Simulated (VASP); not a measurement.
An input for Quantum ESPRESSO's pw.x (written as the equivalent of a VASP run, and not itself run):

```
&CONTROL
  calculation = 'vc-relax'
  pseudo_dir = './pseudo'
  outdir = './out'
  tprnfor = .true.
  tstress = .true.
  nstep = 40
  forc_conv_thr = 0.00039
/
&SYSTEM
  ibrav = 0
  nat = 3
  ntyp = 2
  ecutwfc = 84
  occupations = 'smearing'
  smearing = 'methfessel-paxton'
  degauss = 0.00735
  input_dft = 'pbe'
/
&ELECTRONS
  conv_thr = 7.3e-09
  electron_maxstep = 100
/
&IONS
/
&CELL
  press = 10
/
ATOMIC_SPECIES
  Mg 24.305 Mg.upf
  Sn 118.710 Sn.upf
CELL_PARAMETERS angstrom
    -0.0000000    3.3783911    3.3783911
     3.3783911   -0.0000000    3.3783911
     3.3783911    3.3783911    0.0000000
ATOMIC_POSITIONS crystal
  Mg   0.2500000  0.2500000  0.2500000
  Mg   0.7500000  0.7500000  0.7500000
  Sn   1.0000000  0.0000000  0.0000000
K_POINTS automatic
  8 8 8 0 0 0
```

### Question
Translate this input to VASP (INCAR, KPOINTS, POSCAR, choice of POTCAR).

### Answer
This is not unique; one that fits is 
KPOINTS:
```
Automatic
0
G
8 8 8
```

INCAR:
```
ALGO=Normal
EDIFF=1E-7
EDIFFG=-0.01
ENCUT=480
GGA=PE
IBRION=2
ISIF=3
ISMEAR=1
LASPH=T
LCHARG=F
LMAXMIX=4
LREAL=F
LWAVE=F
NELM=100
NSW=40
PREC=Accurate
PSTRESS=10
SIGMA=0.1
SYSTEM=Mg2Sn
```

POSCAR:
```
Mg2Sn
1.0
  0.0000000000   3.3783911426   3.3783911426
  3.3783911426   0.0000000000   3.3783911426
  3.3783911426   3.3783911426   0.0000000000
Mg Sn
2 1
Cart
  1.6891955713   1.6891955713   1.6891955713
  5.0675867139   5.0675867139   5.0675867139
  0.0000000000   3.3783911426   3.3783911426
```

POTCAR, in this order: Mg Sn_d (PBE.64 set). Program: vasp_std.

What does not carry over: the potentials are each code's own (VASP's PAW set, PseudoDojo norm-conserving files in pw.x), so ENCUT and ecutwfc are chosen apart and not converted; conv_thr bounds pw.x's estimated SCF error, while EDIFF bounds the energy change between steps; forc_conv_thr acts on force components and is met together with etot_conv_thr.

The compound is Mg2Sn in the antifluorite structure. It was relaxed first under an external pressure of 1 GPa.
